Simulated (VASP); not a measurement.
Given:

```
CELL_PARAMETERS angstrom
      0.00000     2.80375     2.80375
      2.80375     0.00000     2.80375
      2.80375     2.80375     0.00000
ATOMIC_POSITIONS crystal
  Ga 0.00000 0.00000 0.00000
  As 0.25000 0.25000 0.25000
```

The numbers are results of SCAN meta-GGA, VASP's PBE PAW potentials (set 64) (plane waves; VASP), not measurements. Numerical set-up: 520 eV cut-off, 8×8×8 Γ-centred mesh, Gaussian smearing of 0.050 eV, potentials Ga_d As.

**Question.** Give the stress tensor in GPa (positive for a compressed cell).

**Answer.** 
```
2.42  0.00  0.00
0.00  2.42  0.00
0.00  0.00  2.42
```
The pressure is its mean diagonal, 2.42 GPa.

The compound is GaAs in the zinc blende structure. This cell is one point of a volume scan, at 0.97 of the reference volume.
